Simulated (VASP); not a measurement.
Computed with PBE GGA, VASP's PBE PAW potentials (set 64) (plane waves; VASP).

VASP input:

### KPOINTS
```
K-points
0
Gamma
14 14 8
0 0 0
```

### POSCAR
```
Os
1
    1.3923000000    -2.4115340000     0.0000000000
    1.3923000000     2.4115340000     0.0000000000
    0.0000000000     0.0000000000     4.4064000000
Os
2
Direct
  0.3333330000   0.6666670000   0.2500000000
  0.6666670000   0.3333330000   0.7500000000
```

**INCAR**
```
# general
SYSTEM   =  Os
PREC     =  Accurate
ENCUT    =  800
LREAL    =  .False.
LASPH    =  .True.

# electronic loop
EDIFF    =  1E-6
NELM     =  100
ALGO     =  Normal
LMAXMIX  =  6

# smearing
ISMEAR   =  1
SIGMA    =  0.1

# functional
GGA      =  PE

# ions
ISIF     =  2

# output
LWAVE    =  .False.
LCHARG   =  .False.
```

POTCAR, in this order: Os (PBE.64 set). Program: vasp_std.

The run wrote:

**OSZICAR**
```
       N       E                     dE             d eps       ncg     rms          rms(c)
DAV:   1     0.140811373381E+03    0.14081E+03   -0.97132E+03  2880   0.180E+03
DAV:   2    -0.122866001612E+02   -0.15310E+03   -0.13978E+03  2940   0.443E+02
DAV:   3    -0.235485201657E+02   -0.11262E+02   -0.10063E+02  3608   0.965E+01
DAV:   4    -0.239389758177E+02   -0.39046E+00   -0.38397E+00  2976   0.205E+01
DAV:   5    -0.239436343014E+02   -0.46585E-02   -0.46542E-02  3440   0.181E+00    0.203E+01
DAV:   6    -0.227692375661E+02    0.11744E+01   -0.14272E+00  3156   0.112E+01    0.874E+00
DAV:   7    -0.224569298359E+02    0.31231E+00   -0.87147E-01  3412   0.865E+00    0.374E-01
DAV:   8    -0.224512949966E+02    0.56348E-02   -0.71511E-03  2944   0.680E-01    0.230E-01
DAV:   9    -0.224489749000E+02    0.23201E-02   -0.13198E-03  3140   0.437E-01    0.544E-02
DAV:  10    -0.224490165545E+02   -0.41655E-04   -0.68785E-05  3168   0.874E-02    0.114E-02
DAV:  11    -0.224489840919E+02    0.32463E-04   -0.70670E-06  3020   0.308E-02    0.872E-04
DAV:  12    -0.224489834956E+02    0.59632E-06   -0.13492E-07  1516   0.439E-03
   1 F= -.22448983E+02 E0= -.22448477E+02  d E =-.151835E-02
```

**OUTCAR**
```
------------------------ aborting loop because EDIFF is reached ----------------------------------------
  FORCE on cell =-STRESS in cart. coord.  units (eV):
  Direction    XX          YY          ZZ          XY          YZ          ZX
  --------------------------------------------------------------------------------------
  Total       -2.2593116     -2.2593109     -2.8247901      0.0000000     -0.0000000      0.0000000
  in kB     -122.3338322   -122.3337977   -152.9525215      0.0000000     -0.0000000      0.0000000
  external PRESSURE =    -132.5400505 kB  Pullay stress =       0.0000000 kB
  volume of cell :       29.59
      direct lattice vectors                 reciprocal lattice vectors
     1.392300000 -2.411534000  0.000000000     0.359118006 -0.207336907  0.000000000
     1.392300000  2.411534000  0.000000000     0.359118006  0.207336907  0.000000000
     0.000000000  0.000000000  4.406400000     0.000000000  0.000000000  0.226942629
 POSITION                                       TOTAL-FORCE (eV/Angst)
 -----------------------------------------------------------------------------------
      1.39230      0.80385      1.10160         0.000000     -0.000000      0.000000
      1.39230     -0.80385      3.30480        -0.000000      0.000000      0.000000
 -----------------------------------------------------------------------------------
    total drift:                                0.000001      0.000028     -0.000020
  FREE ENERGIE OF THE ION-ELECTRON SYSTEM (eV)
  ---------------------------------------------------
  free  energy   TOTEN  =       -22.4489834956 eV

  energy  without entropy=      -22.4474651489  energy(sigma->0) =      -22.44847738
```
(Selected blocks of OUTCAR.)

File OUTCAR:
```
 val. band max:        8.6566764063   @ k =   0.1429   0.0714   0.3750

 cond. band min:       8.6597782811   @ k =   0.0714   0.0714   0.3750


 Fermi energy:         8.6582286400

 k-point     1 :       0.0000    0.0000    0.0000
  band No.  band energies     occupation
      1      -1.8002      2.00000
      2       1.3630      2.00000
      3       5.8313      2.00000
      4       5.8313      2.00000
      5       6.0381      2.00000
      6       6.5931      2.00000
      7       6.5931      2.00000
      8       7.2036      2.00000
      9       7.2036      2.00000
     10       8.6527      1.09278
     11      10.1803     -0.00000
     12      10.1803     -0.00000

 k-point     2 :       0.0714    0.0000    0.0000
  band No.  band energies     occupation
      1      -1.6060      2.00000
      2       1.5352      2.00000
      3       5.4562      2.00000
      4       5.9998      2.00000
      5       6.3572      2.00000
      6       6.4888      2.00000
      7       6.7499      2.00000
      8       6.9575      2.00000
      9       7.0708      2.00000
     10       7.8717      2.00000
     11      10.2693     -0.00000
     12      11.2653      0.00000

 k-point     3 :       0.1429    0.0000    0.0000
  band No.  band energies     occupation
      1      -1.0486      2.00000
      2       1.9926      2.00000
      3       4.9555      2.00000
      4       6.0122      2.00000
      5       6.1658      2.00000
      6       6.4942      2.00000
      7       6.7405      2.00000
      8       6.8677      2.00000
      9       7.2074      2.00000
     10       7.2987      2.00000
     11      10.4755     -0.00000
     12      12.9745      0.00000

 k-point     4 :       0.2143   -0.0000    0.0000
  band No.  band energies     occupation
      1      -0.2130      2.00000
      2       2.4896      2.00000
      3       4.6087      2.00000
      4       4.8987      2.00000
      5       5.8784      2.00000
      6       6.3358      2.00000
...
```

Unless said otherwise, spin-orbit coupling is left out, though it shifts the bands of the heavy elements here.

The compound is Os in the hcp structure. The cell was not relaxed at this level. The run is one of a series of settings (ENCUT = 800 against the base run), some of them coarse on purpose.
